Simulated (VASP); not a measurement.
Data:

```yaml
crystal:
  lattice:
    - [0.00000, 3.29010, 3.29010]
    - [3.29010, 0.00000, 3.29010]
    - [3.29010, 3.29010, 0.00000]
  atoms:
    - { symbol: Hg, position: [0.00000, 0.00000, 0.00000] }
    - { symbol: Te, position: [0.25000, 0.25000, 0.25000] }
```

Level of theory: revTPSS meta-GGA, VASP's PBE PAW potentials (set 64) (plane waves; VASP 6.6.1). Settings: 520 eV cut-off, 11×11×11 Γ-centred mesh, tetrahedra with Blöchl corrections, potentials Hg Te.

Q: Give the energies of bands 2 to 12 at the high-symmetry points, in eV from the Fermi level.

A: 
| band | Γ | X | U | L | W |
|---|---|---|---|---|---|
| 2 | -7.11 | -6.94 | -6.94 | -7.00 | -6.91 |
| 3 | -7.11 | -6.80 | -6.85 | -7.00 | -6.87 |
| 4 | -7.11 | -6.80 | -6.74 | -6.63 | -6.69 |
| 5 | -6.65 | -6.59 | -6.62 | -6.63 | -6.68 |
| 6 | -6.65 | -6.24 | -6.16 | -6.36 | -6.10 |
| 7 | -0.68 | -5.14 | -5.15 | -5.16 | -5.20 |
| 8 | 0.00 | -2.08 | -2.69 | -0.89 | -2.43 |
| 9 | 0.00 | -2.08 | -1.73 | -0.89 | -2.37 |
| 10 | 0.00 | 1.97 | 2.32 | 0.81 | 3.08 |
| 11 | 4.44 | 2.70 | 4.12 | 5.19 | 4.74 |
| 12 | 4.44 | 8.17 | 7.13 | 5.19 | 5.43 |

It has no gap at this level: it comes out as a metal or semimetal.

The compound is HgTe in the zinc blende structure. It was relaxed first, which changed the volume by +6 %.
